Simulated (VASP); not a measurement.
A run of VASP 6.6.1 is set up as follows.

File INCAR:

```
SYSTEM = MgO
PREC = Accurate
ENCUT = 600
EDIFF = 1E-7
ISMEAR = 0
SIGMA = 0.02
LREAL = .FALSE.
LASPH = .TRUE.
NELM = 80
ALGO = Normal
ISIF = 2
LWAVE = .FALSE.
LCHARG = .FALSE.
GGA = PE
NBANDS = 11
```

File KPOINTS:

```
Automatic mesh
0
G
  10 10 10
  0 0 0
```

File POSCAR:

```
MgO
1.0
    0.0000000000      2.1085000000      2.1085000000
    2.1085000000      0.0000000000      2.1085000000
    2.1085000000      2.1085000000      0.0000000000
Mg O
1 1
Direct
    0.0000000000      0.0000000000      0.0000000000
    0.5000000000      0.5000000000      0.5000000000
```

Potentials or basis: VASP PAW PBE potentials, release 64 (Mg, O).

The run is started by

```console
$ cat potpaw_PBE.64/Mg/POTCAR potpaw_PBE.64/O/POTCAR > POTCAR
$ mpirun -np 1 vasp_std > vasp.out
```

Question: Predict the band gap on the k mesh.

Answer: 4.69 eV, direct.

Question: Predict the pressure.

Answer: 3.1 GPa.

**The experiment to reproduce.**

“Electronic structure of alkaline earth and post-transition metal oxides”, 2009, arxiv:0908.1581 quotes, for a bulk crystal of MgO: band gap 7.83 eV.

Measured gap of MgO: 7.83 eV (quoted in “Electronic structure of alkaline earth and post-transition metal oxides”, 2009, arxiv:0908.1581). This calculation gives 4.69 eV (-3.14 eV). The value is that of PBE, without temperature or zero-point motion. Semilocal functionals fall short of measured gaps as a rule.
